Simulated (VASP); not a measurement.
Ir: energy against strain

Ir (fcc, Fm-3m, 14.293 Å³/atom and stress up to 0.14 GPa in the relaxed cell, cube axes along x, y and z) under a strain ε along a cube axis (axis z), the other axes held. r2SCAN in VASP (plane waves, PAW), 480 eV, 20×20×20 Γ-centred mesh, Methfessel-Paxton smearing 0.10 eV.

Here s stands for strain and y for E less E0.

```csv
strain (%),E less E0 (meV/atom)
-3.00,?
-1.50,6.60
-1.00,2.88
-0.50,0.70
0.00,0.00
0.50,0.73
1.00,2.84
1.50,6.29
```

Using a parabola, estimate the missing y at s = -3.00 from the other rows, showing the fit.

Least squares gives y = -0.002 - 0.0700·s + 2.8648·s². Residuals (row less fit): 0.051, -0.053, -0.049, 0.002, 0.051, 0.047, -0.049; standard error 0.061 (degrees of freedom: 4). Twice the quadratic coefficient over the volume, 2 × 2.8648 meV × 10⁴ × 0.1602 / 14.293 Å³, is the elastic constant C11 = about 640 GPa. At the withheld row, y = -0.002 - 0.0700 × (-3.0) + 2.8648 × (-3.0)² = 25.991 meV/atom. The calculation gives 27.27 meV/atom, 1.279 meV/atom above the prediction (4.7 % of the range of y in the table). The row lies outside the fitted rows, so this is an extrapolation. From the scatter of the fitted rows alone, a prediction at this place has a standard error of 0.234 meV/atom, so the miss is 5.5 times that.

A polynomial of degree 3 through the 12 other runs of the series gives 27.32 there, so most of the miss is curvature that the fit leaves out. In a metal these values are sensitive to mesh and smearing; energies are taken to zero smearing, stresses follow the free energy. The runs aren't spin-polarised. Spin-orbit coupling is left out, which can shift these values for the heavy elements here. Rows are the converged runs of the series near zero and its far end; series whose fitted rows scatter by over a few per cent of the range, as at a crossing or softening among them, aren't shown in this form, nor equations of state whose B0' disagrees with the runs' pressures. Most that stay on the fit to the last digits aren't either.
